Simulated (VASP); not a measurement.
Given:

```
C62Si
1.0
    7.14656     0.00000     0.00000
    0.00000     7.14656     0.00000
    0.00000     0.00000     7.14656
C Si
62 1
Direct
  0.50000   0.00000   0.00000
  0.61810   0.12233   0.13141
  0.75018   0.24745   0.00055
  0.87109   0.37930   0.12279
  0.75055   0.99307   0.25243
  0.87094   0.13106   0.37324
  0.00000   0.00000   0.00000
  0.12500   0.12500   0.12500
  0.25000   0.25000   0.00000
  0.37720   0.37054   0.12251
  0.50543   0.49416   0.00346
  0.61886   0.62825   0.12840
  0.75000   0.75000   0.00000
  0.87500   0.87500   0.12500
  0.25000   0.00000   0.25000
  0.38199   0.12203   0.37446
  0.50330   0.25622   0.24545
  0.74597   0.49485   0.24592
  0.88195   0.62145   0.36953
  0.50003   0.99939   0.50329
  0.62670   0.12670   0.62010
  0.75054   0.24468   0.49514
  0.87430   0.37401   0.62828
  0.75000   0.00000   0.75000
  0.87500   0.12500   0.87500
  0.00000   0.50000   0.00000
  0.12500   0.62500   0.12500
  0.25000   0.75000   0.00000
  0.37500   0.87500   0.12500
  0.00000   0.25000   0.25000
  0.12500   0.37500   0.37500
  0.24796   0.49915   0.25386
  0.37680   0.61937   0.37712
  0.50657   0.74631   0.24850
  0.62500   0.87500   0.37500
  0.00000   0.00000   0.50000
  0.12500   0.12500   0.62500
  0.25597   0.24723   0.49964
  0.37837   0.37711   0.62174
  0.61906   0.62088   0.63044
  0.74878   0.74586   0.49785
  0.87500   0.87500   0.62500
  0.25000   0.00000   0.75000
  0.37500   0.12500   0.87500
  0.49964   0.24513   0.75073
  0.62500   0.37500   0.87500
  0.75642   0.49573   0.75023
  0.87500   0.62500   0.87500
  0.00000   0.75000   0.25000
  0.12500   0.87500   0.37500
  0.00000   0.50000   0.50000
  0.12500   0.62500   0.62500
  0.25000   0.75000   0.50000
  0.37500   0.87500   0.62500
  0.00000   0.25000   0.75000
  0.12500   0.37500   0.87500
  0.25000   0.50000   0.75000
  0.37500   0.62500   0.87500
  0.50000   0.75000   0.75000
  0.62500   0.87500   0.87500
  0.00000   0.75000   0.75000
  0.12500   0.87500   0.87500
  0.49845   0.50568   0.50324
```
Cell charge -1.

Calculation: PBE GGA, VASP's PBE PAW potentials (set 64) (plane waves; VASP). Numerical set-up: PREC = Normal, LREAL = Auto, ISYM = 0, NELECT = 253.0, EDIFF = 1E-5, 400 eV cut-off, 1×1×1 Γ-centred mesh, Gaussian smearing of 0.050 eV, potentials C Si. Starting moments (MAGMOM): 63*0.0159. The cell's moment is fixed (NUPDOWN = 1).

The cell is charged, with a uniform compensating background. The supercell is sampled at Γ alone, which is coarse: total energies, pressure and levels can be off, energies of defects by several tenths of an eV.

**Question.** The ions are relaxed. Which structure does the run end with?

**Answer.** 
```
C62Si
1.0
    7.14656     0.00000     0.00000
    0.00000     7.14656     0.00000
    0.00000     0.00000     7.14656
C Si
62 1
Direct
  0.49825   0.00051   0.00088
  0.62048   0.12984   0.13056
  0.74702   0.25256   0.00447
  0.86973   0.37912   0.13055
  0.74688   0.00400   0.25344
  0.86959   0.12998   0.38011
  0.99845   0.00111   0.00173
  0.12131   0.12623   0.12709
  0.24629   0.24935   0.99921
  0.36883   0.37409   0.12257
  0.49943   0.50014   0.99985
  0.62551   0.63081   0.12254
  0.75020   0.75329   0.99919
  0.87336   0.87828   0.12710
  0.24653   0.99879   0.24996
  0.36915   0.12229   0.37508
  0.48411   0.24981   0.24943
  0.74961   0.51546   0.24950
  0.87732   0.63044   0.37507
  0.49960   0.99950   0.50086
  0.62576   0.12176   0.63176
  0.74869   0.25079   0.51595
  0.87778   0.37387   0.63176
  0.75001   0.99862   0.75368
  0.87343   0.12615   0.87905
  0.99903   0.50127   0.00090
  0.12256   0.62610   0.12330
  0.25000   0.74958   0.99795
  0.37348   0.87704   0.12328
  0.99554   0.25270   0.25343
  0.12340   0.37572   0.37620
  0.24568   0.50180   0.24525
  0.37484   0.62481   0.36098
  0.49776   0.75391   0.24520
  0.62384   0.87620   0.37618
  0.99888   0.00066   0.50151
  0.12276   0.12266   0.62700
  0.24618   0.24522   0.50191
  0.37394   0.36018   0.62747
  0.63942   0.62581   0.62756
  0.75435   0.75338   0.50189
  0.87694   0.87682   0.62703
  0.25012   0.99738   0.74994
  0.37326   0.12239   0.87780
  0.49795   0.24482   0.75447
  0.62407   0.37550   0.87719
  0.75470   0.50156   0.75444
  0.87719   0.62633   0.87779
  0.00076   0.75300   0.24998
  0.12467   0.87491   0.37554
  0.00005   0.49998   0.50086
  0.12798   0.62294   0.62358
  0.25392   0.74565   0.49688
  0.37663   0.87160   0.62361
  0.00093   0.24955   0.75367
  0.12451   0.37441   0.87599
  0.25383   0.49648   0.74643
  0.37652   0.62304   0.87256
  0.50305   0.74572   0.74642
  0.62520   0.87512   0.87598
  0.00219   0.74944   0.74994
  0.12493   0.87465   0.87531
  0.56175   0.43785   0.43848
```
Cell charge -1. The cell ends with 1.00 μB, on the first 30 sites 0.01 0.00 0.01 0.00 0.00 0.00 0.00 0.00 0.01 0.01 0.00 0.01 0.01 0.00 0.01 0.01 0.08 0.08 0.01 0.00 0.00 0.03 0.01 0.01 0.00 0.01 0.01 0.00 0.01 0.00 μB.

**Question.** How much energy does the relaxation gain?

**Answer.** The energy (σ→0) changes by -170.7 meV/atom, in 21 ionic steps.

The cell is a supercell with a defect, built from C (diamond): Si_C-vac_C, charge -1.
